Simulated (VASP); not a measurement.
# Cs (space group I4/mmm): computed properties

The numbers are results of r2SCAN meta-GGA, VASP's PBE PAW potentials (set 64) (plane waves; VASP), not measurements.

space group: I4/mmm (139)
cell: a = b = 5.479 Å, c = 8.146 Å, α = β = γ = 90.00°
volume per atom: 122.27 Å³/atom
band gap (over mesh and band path): none (metal, semimetal or under 0.01 eV)
density: 1.80 g/cm³

```
CELL_PARAMETERS angstrom
     -2.73951     2.73951     4.07302
      2.73951    -2.73951     4.07302
      2.73951     2.73951    -4.07302
ATOMIC_POSITIONS crystal
  Cs 0.00000 0.00000 0.00000
```

Unless said otherwise, spin-orbit coupling is left out, though it shifts the bands of the heavy elements here.

The structure comes from a computed database's Cs entry (I4/mmm); how it stands against other phases isn't given here. It was relaxed first. Symmetry was kept, so distortions that lower it aren't found.
